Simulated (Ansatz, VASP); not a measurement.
## Y: VASP beside Ansatz

Wanted: the spread between two codes on one cell, functional and k mesh. The structure shown comes from an earlier Ansatz run, which isn't shown and may have moved the atoms alone.

Calculated with Ansatz 0.2.0; plane waves, with VASP 6.6.1 beside it; elastic constants at PBEsol.

### Step 1. The structure

It takes space group P6_3/mmc (No. 194, hexagonal). The conventional cell has a = 3.599 Å, b = 3.599 Å, c = 5.581 Å, α = 90.00°, β = 90.00°, γ = 120.00°. Y has 12 Y at 3.48 to 3.60 Å nearest.

### Step 2. Ansatz: elastic constants, PBEsol

Ansatz runs on its default PAW (the set named soft_2) files.

Elastic constants are differences of stresses under small strains, so they test the stress and the mesh.

input.yaml

```yaml
crystal:
  lattice:
    - [3.5988648751, 0.0, 0.0]
    - [-1.7994324375, 3.1167084066, 0.0]
    - [0.0, 0.0, 5.5809425796]
  atoms:
    - { symbol: "Y", position: [0.3333333333, 0.6666666667, 0.25] }
    - { symbol: "Y", position: [0.6666666667, 0.3333333333, 0.75] }
kpoints:
  mp_grid: { grid: [12, 12, 6] }
hamiltonian:
  xc: pbesol
scf:
  occupations: { method: methfessel_paxton, width: 0.25 }
output:
  forces: true
  stress: true
  eigenvalues: true
elastic:
  mode: relaxed_ion
  stencil: two_point
  amplitude: 0.01
```

Command:

```
ansatz run input.yaml --threads 8 --pin off --max-ram 16384MiB --backend cpu --events-out ev --progress --plain --runs-dir out
```

Numbers of over 12 decimals in the logs are rounded to 6 here.

Output:

```text
Engine: ansatz 0.2.0, aarch64-unknown-linux-gnu
Pseudopotentials: kind: paw
Pseudopotential: Y, paw, valence charge 11, recommended cutoff 420 eV (normal), Y.paw.azcp
Functional definition: PBEsol
  exchange = pbesol_x
  correlation = pbesol_c
Crystal: 2 atoms, lattice volume = 62.599 Å³
Basis set: ecut = 420 eV, 1207 PW (Γ), exchange–correlation on 50×50×80 points (8 copies of the dense FFT grid, shifted against one another)
Bands: 15, of which v1, the nominal top of the filled ones, is band 11 counted from 1 (10 counted from 0)
Symmetry: 24 space group operations
Space group: P63/mmc (ITA 194), of the structure as read, at distance tolerance 4.0e-5 Å
k-points: 76 of 864
Non-local potential: Y, projectors of the file, l = 0: 3, l = 1: 2, l = 2: 2, l = 3: 1
PAW form: soft (Blöchl's): semilocal exchange-correlation on the pseudo side does not see the compensation charge
PAW frozen core: Y, regenerated for the run's functional, and the local potential with it (the file was generated under x = pbe(κ = 0.804, μ = 0.219515), c = pbe(β = 0.066725))
PAW one-centre angular grid: Y, 590 points (default); XC on 64 Gauss nodes
Initial density: superposition of atomic densities (neutral atoms: chi_scale 0, normalization atom), corrected by the library's trained network
Initial wavefunctions: pseudopotential atomic-orbital guess
Functional: x = pbesol(κ = 0.804, μ = 0.123457), c = pbesol(β = 0.046)
SCF iter   1: F=—  HF=-7590.147319 eV  |F-HF|=—  |Δ(HF+E_count)|=         —  Δρ=2.42e-3  dr2=2.71e-3  ethr=1.77e-3  ⟨swp⟩=4.8  Hψ=5014  notcnv=0
preconditioner: auto → Kerker (q_TF=auto, 2.292 Å⁻¹)  [metal: Δε(μ)=0.029 eV  Ē_g=2.611 eV  σ=0.250 eV  W_gap=0.10  n_scr=10 (ndim 8)  ℏωp=11.5 eV  f_vac=0.000  D(μ)=3.83/eV (n_scr^D=34)]
SCF iter   2: F=—  HF=-7590.146332 eV  |F-HF|=—  |Δ(HF+E_count)|=   9.87e-4  S|Δr|=    0.00e0  Δρ=1.33e-3  dr2=8.73e-4  ethr=1.23e-5  ⟨swp⟩=2.1  Hψ=2284  notcnv=0
SCF iter   3: F=—  HF=-7590.146208 eV  |F-HF|=—  |Δ(HF+E_count)|=   1.24e-4  S|Δr|=    0.00e0  Δρ=2.25e-4  dr2=5.33e-5  ethr=3.97e-6  ⟨swp⟩=1.8  Hψ=1291  notcnv=0
SCF iter   4: F=—  HF=-7590.146191 eV  |F-HF|=—  |Δ(HF+E_count)|=   1.69e-5  S|Δr|=    0.00e0  Δρ=7.93e-5  dr2=3.74e-6  ethr=2.42e-7  ⟨swp⟩=2.7  Hψ=1782  notcnv=0
SCF iter   5: F=—  HF=-7590.146190 eV  |F-HF|=—  |Δ(HF+E_count)|=   2.79e-7  S|Δr|=    0.00e0  Δρ=1.36e-5  dr2=9.27e-8  ethr=1.70e-8  ⟨swp⟩=2.0  Hψ=1948  notcnv=0
SCF iter   6: F=—  HF=-7590.146190 eV  |F-HF|=—  |Δ(HF+E_count)|=   6.03e-7  S|Δr|=    0.00e0  Δρ=3.07e-6  dr2=4.34e-9  ethr=4.21e-10  ⟨swp⟩=2.7  Hψ=2101  notcnv=0
SCF iter   7: F=—  HF=-7590.146190 eV  |F-HF|=—  |Δ(HF+E_count)|=  9.26e-10  S|Δr|=    0.00e0  Δρ=7.57e-7  dr2=3.05e-10  ethr=1.97e-11  ⟨swp⟩=2.7  Hψ=2014  notcnv=0
SCF iter   8: F=—  HF=-7590.146190 eV  |F-HF|=—  |Δ(HF+E_count)|=  1.13e-10  S|Δr|=    0.00e0  Δρ=1.37e-7  dr2=1.09e-11  ethr=1.39e-12  ⟨swp⟩=2.8  Hψ=2108  notcnv=0
SCF iter   9: F=-7590.146190 eV  HF=-7590.146190 eV  |F-HF|=1.82e-12  |Δ(HF+E_count)|=  5.46e-12  S|Δr|=    0.00e0  Δρ=6.40e-9  dr2=1.83e-14  ethr=1.00e-12  ⟨swp⟩=2.9  Hψ=4929  notcnv=0
SCF 1 converged in 9 iterations: F = -7590.146190 eV  dr2 = 1.83e-14
  greatest PAW one-centre occupation: 0.993 electrons in one spin orbital (limit 2), on the Y atom at site 1 (counted from 0), in its partial waves of l = 0
Crystal: 2 atoms, lattice volume = 61.973 Å³
Basis set: ecut = 420 eV, 1193 PW (Γ), exchange–correlation on 50×50×80 points (8 copies of the dense FFT grid, shifted against one another)
Symmetry: 8 space group operations
k-points: 172 of 864
Initial density: handed on by an earlier stage of this run
Initial wavefunctions: pseudopotential atomic-orbital guess (no wavefunctions were taken with the density)
iter 1 solved again at ethr=2.58e-4 eV; its pass at ethr=3.10e-3 eV (dr2=5.68e-2 eV) is discarded
SCF iter   1: F=—  HF=-7590.169812 eV  |F-HF|=—  |Δ(HF+E_count)|=         —  Δρ=1.03e-2  dr2=5.49e-2  ethr=2.58e-4  ⟨swp⟩=1.0  Hψ=14556  notcnv=0
preconditioner: auto → Kerker (q_TF=auto, 2.296 Å⁻¹)  [metal: Δε(μ)=0.013 eV  Ē_g=2.641 eV  σ=0.250 eV  W_gap=0.05  n_scr=10 (ndim 8)  ℏωp=11.6 eV  f_vac=0.000  D(μ)=3.89/eV (n_scr^D=34)]
SCF iter   2: F=—  HF=-7590.151057 eV  |F-HF|=—  |Δ(HF+E_count)|=   1.88e-2  S|Δr|=    0.00e0  Δρ=5.04e-3  dr2=1.47e-2  ethr=2.50e-4  ⟨swp⟩=1.9  Hψ=4315  notcnv=0
SCF iter   3: F=—  HF=-7590.144547 eV  |F-HF|=—  |Δ(HF+E_count)|=   6.51e-3  S|Δr|=    0.00e0  Δρ=5.50e-4  dr2=1.28e-4  ethr=6.70e-5  ⟨swp⟩=2.0  Hψ=4461  notcnv=0
SCF iter   4: F=—  HF=-7590.144551 eV  |F-HF|=—  |Δ(HF+E_count)|=   4.27e-6  S|Δr|=    0.00e0  Δρ=6.21e-5  dr2=3.50e-6  ethr=5.83e-7  ⟨swp⟩=2.1  Hψ=4569  notcnv=0
SCF iter   5: F=—  HF=-7590.144552 eV  |F-HF|=—  |Δ(HF+E_count)|=   5.40e-7  S|Δr|=    0.00e0  Δρ=1.53e-5  dr2=1.43e-7  ethr=1.59e-8  ⟨swp⟩=2.6  Hψ=4588  notcnv=0
[...]
SCF iter   5: F=—  HF=-7590.145684 eV  |F-HF|=—  |Δ(HF+E_count)|=   2.58e-7  S|Δr|=    0.00e0  Δρ=8.37e-6  dr2=2.39e-8  ethr=8.92e-9  ⟨swp⟩=2.5  Hψ=6373  notcnv=0
SCF iter   6: F=—  HF=-7590.145684 eV  |F-HF|=—  |Δ(HF+E_count)|=   1.33e-8  S|Δr|=    0.00e0  Δρ=1.28e-6  dr2=4.84e-10  ethr=1.08e-10  ⟨swp⟩=2.3  Hψ=5888  notcnv=0
[...]
relax step   2: F+E_penalty+E_count = -7590.14568371 eV  Δ(F+E_penalty+E_count) = -1.720e-7 eV  max|allowed force component| = 1.355e-4 eV/Å  Δτ_max = 0.0003 Å  (6 SCF iters, accepted)
[...]
relax step   3: F+E_penalty+E_count = -7590.14568372 eV  Δ(F+E_penalty+E_count) = -2.388e-9 eV  max|allowed force component| = 1.226e-5 eV/Å  Δτ_max = 0.0000 Å  (5 SCF iters, accepted)
iter 1 solved again at ethr=1.00e-12 eV; its pass at ethr=3.10e-3 eV (dr2=3.39e-12 eV) is discarded
SCF iter   1: F=—  HF=-7590.145683 eV  |F-HF|=—  |Δ(HF+E_count)|=         —  Δρ=1.27e-7  dr2=3.34e-12  ethr=1.00e-12  ⟨swp⟩=1.5  Hψ=20502  notcnv=0
SCF iter   2: F=—  HF=-7590.145684 eV  |F-HF|=—  |Δ(HF+E_count)|=   7.51e-7  S|Δr|=    0.00e0  Δρ=6.52e-8  dr2=5.83e-13  ethr=1.52e-14 (applied; sched 1.00e-12)  ⟨swp⟩=3.0  Hψ=8682  notcnv=0
SCF iter   3: F=—  HF=-7590.145684 eV  |F-HF|=—  |Δ(HF+E_count)|=  6.37e-12  S|Δr|=    0.00e0  Δρ=4.47e-8  dr2=3.04e-13  ethr=2.65e-15 (applied; sched 1.00e-12)  ⟨swp⟩=1.0  Hψ=3631  notcnv=0
SCF iter   4: F=-7590.145684 eV  HF=-7590.145684 eV  |F-HF|=0.00e0  |Δ(HF+E_count)|=  3.64e-12  S|Δr|=    0.00e0  Δρ=1.46e-8  dr2=5.07e-14  ethr=1.00e-12  ⟨swp⟩=2.0  Hψ=12937  notcnv=0
SCF 20 converged in 4 iterations: F = -7590.145684 eV  dr2 = 5.07e-14
SCF converged after 9 iterations
Stability not checked: this state was not tested for a lower state beside it, because cold or Methfessel-Paxton smearing, or corrected tetrahedra, fill the levels in a way that the test cannot read (fill_not_monotonic; see scf.lower_state_search)
Free energy (F): -7590.146190 eV
Harris-Foulkes:  -7590.146190 eV  (|F-HF|=1.82e-12)
Internal energy: -7590.139587 eV  (E = F + TS)
E sigma→0 (E₀):  -7590.144539 eV
Entropy (-TS):   -0.006603 eV (-3.301 meV/atom)
Fermi energy:    9.768206 eV
Step filling:    the computed levels leave a gap of 0.0038 eV = 0.0 smearing widths at the electron count; against every level under it full and every level over it empty, smearing changes F+E_penalty+E_count by +1.200 meV and its σ→0 estimate by +2.850 meV
--- Per-component energies (eV) ---
  E_band       = -231.263881
  E_kinetic    = 610.186018
  E_local      = -1196.382165  (includes V_loc(G=0)·N_el)
  E_nonlocal   = 103.745414
  E_hartree    = 378.249592
  E_xc         = -343.064091
  E_vxc        = -395.858157  (∫ρ·V_xc dr)
  E_paw        = -5546.986136  (= ΣΔE_a)
  E_vpaw       = -109.454178  (= ΣTr[D̂ρ^β])
  E_aug_tail   = 0.000005  (compensation charges beyond the density's cutoff)
  E_ewald      = -1596.185769
  E_core_change = 0.297546  (= ΣΔE_core)
  E_smearing   = -0.006603  (= −TS)
  E_closure    = -0.000000  (closes the sum)
  Σ components = -7590.146190   (vs F -7590.146190, Δ=0.00e0)
--- Forces (eV/Å), atoms counted from 1 ---
  atom   1  Y      0.00000000    -0.00000000     0.00000000
  atom   2  Y      0.00000000     0.00000000    -0.00000000
  max |Σ_I F_I| component: 2.78e-17 eV/Å
--- Stress (GPa, compression-positive) ---
        0.002276       0.000000       0.000000
        0.000000       0.002276      -0.000000
        0.000000      -0.000000      -0.001849
  P = ⅓ Tr σ = 0.0009 GPa (0.009 kbar)
--- Band table (eV; the first three rows and the last of 76) ---
  k-point 0: bands = [... 7 lower, -12.3385, 5.0382, 7.8523, 10.8951, 11.5304, 11.5304, 11.9549, 12.1980]
  k-point 1: bands = [... 7 lower, -12.3904, 5.2322, 7.7445, 10.6985, 11.4215, 11.4215, 11.7653, 12.0271]
  k-point 2: bands = [... 7 lower, -12.4144, 5.7765, 7.3053, 10.5315, 11.2922, 11.3354, 11.3354, 11.6937]
  k-point 75: bands = [... 7 lower, -12.4579, 9.3561, 9.3561, 9.3638, 9.3638, 10.2444, 10.2444, 12.6253]
--- Elastic constants: 3 strain directions × 2 members + reference (group order 24) ---
  dense FFT box of the reference and of every strained cell: 25×25×40
  strains applied: 11, 33, 23; error gains: componentwise 1.00 (the most a stress slope's error grows in a printed constant), spectral 1.41 (1 for all six strains in a standard setting)
  C = ∂σ_k/∂η_j (tension-positive GPa; Voigt order 11 22 33 23 13 12):
        78.594     24.535     24.066      0.000      0.000     -0.000
        24.535     78.594     24.066     -0.000     -0.000     -0.000
        24.073     24.073     81.297     -0.000     -0.000     -0.000
         0.000     -0.000      0.000     25.931     -0.000     -0.000
         0.000     -0.000     -0.000     -0.000     25.931     -0.000
        -0.000      0.000      0.000     -0.000     -0.000     27.030
  reference stress σ⁰ (GPa):     -0.002     -0.002      0.002      0.000     -0.000     -0.000
  C* (energy form; C + prestress term) asymmetry max|C*_kj − C*_jk| = 1.118e-2 GPa — a small one proves nothing (zero by symmetry where the batch's group is 432, −43m or m−3m); a large one is finite-difference/SCF noise where every solve meets its electron count
  moduli (Voigt/Reuss/Hill, GPa): K = 42.65/42.64/42.64   G = 26.83/26.80/26.82   E = 66.51   ν = 0.240
  mechanically stable: yes (min eigenvalue of sym C = 25.93 GPa)
  strain η (Voigt 11):  stress-route row diagonal C_11 = 78.59 GPa, energy-path curvature d²(F+E_count+ΔE)/dδ²/Ω₀ = 78.63 GPa
         δ    σ_11 (GPa)             F (eV)   n_scf  n_hpsi   n_pw
    -1.000e-2      -0.7999       -7590.1446296       4   37660   1240   relax 4 steps, max|allowed force component| 5.80e-8 eV/Å
     1.000e-2       0.7720       -7590.1446783       4   38825   1256   relax 3 steps, max|allowed force component| 3.39e-6 eV/Å
  strain η (Voigt 33):  stress-route row diagonal C_33 = 81.30 GPa, energy-path curvature d²(F+E_count+ΔE)/dδ²/Ω₀ = 81.30 GPa
         δ    σ_33 (GPa)             F (eV)   n_scf  n_hpsi   n_pw
    -1.000e-2      -0.8298       -7590.1445851       7   22141   1230   relax 0 steps, max|allowed force component| 1.34e-16 eV/Å
     1.000e-2       0.7962       -7590.1446195       6   18323   1254   relax 0 steps, max|allowed force component| 4.86e-17 eV/Å
  strain η (Voigt 23):  stress-route row diagonal C_44 = 25.93 GPa, energy-path curvature d²(F+E_count+ΔE)/dδ²/Ω₀ = 25.94 GPa
         δ    σ_23 (GPa)             F (eV)   n_scf  n_hpsi   n_pw
    -1.000e-2      -0.2593       -7590.1456837       4   55661   1246   relax 3 steps, max|allowed force component| 8.86e-6 eV/Å
     1.000e-2       0.2593       -7590.1456837       4   49446   1246   relax 3 steps, max|allowed force component| 1.23e-5 eV/Å
```

(Continued in part 2 of 2.)

[Lines on the potential files, build, host, timing and source positions are cut from VASP's logs without a mark.]

[Logs are printed without paths, hosts, clocks, repeated set-up lines and the standing remarks that a program may print on its own settings, such as how far it seeks lower states.]

[Hosts, paths, dates, database ids (printed as entryN), source tags and the programs' standing remarks are cut or masked in the printed files.]
